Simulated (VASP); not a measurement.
Write the native input for VASP 6.6.1 that does the following.

```yaml
Task: single point
Functional: PBE
Potentials_or_basis: VASP PAW PBE potentials, release 64 (C)
Cutoff: 520 eV
k_mesh: 8 × 12 × 1
Occupations: gaussian, width 0.02 eV
Spin: no spin polarisation
Dipole_correction: yes
Further_INCAR_settings: ALGO = Fast; EDIFF = 1e-06; NBANDS = 16
```

The structure of C lies in POSCAR:

```
C
1.0
    4.2872245719      0.0000000000      0.0000000000
    0.0000000000      2.8644698720      0.0000000000
    0.0000000000      0.0000000000     26.1195910400
C
4
Direct
    0.5000000000      0.2499999117      0.3357046501
    0.5000000000      0.7500000883      0.3357046501
    0.5000000000      0.2499999117      0.2768623681
    0.5000000000      0.7500000883      0.2768623681
```

The cell was built by a generator and needn't be a form met in nature.

The input as run:

INCAR

```
SYSTEM = C
PREC = Accurate
ENCUT = 520
EDIFF = 1E-6
ISMEAR = 0
SIGMA = 0.02
LREAL = .False.
LASPH = .True.
NELM = 100
ALGO = Fast
ISIF = 2
LWAVE = .False.
LCHARG = .False.
LDIPOL = .True.
IDIPOL = 3
DIPOL = 0.5 0.5 0.306
GGA = PE
NBANDS = 16
```

KPOINTS

```
regular mesh
0
Gamma
  8 12 1
  0 0 0
```

Potentials or basis: VASP PAW PBE potentials, release 64 (C).

Run with:

```bash
$ cat potpaw_PBE.64/C/POTCAR > POTCAR
$ mpirun -np 1 vasp_std > vasp.out
```

Results of the run:

```yaml
Largest_force: 0.672 eV/Å
Band_gap_on_the_k_mesh: 0.33 eV
```

Run time: 110 s on 1 thread of Intel(R) Xeon(R) 6975P-C (Granite Rapids) (shared host), peak memory 0.43 GiB.
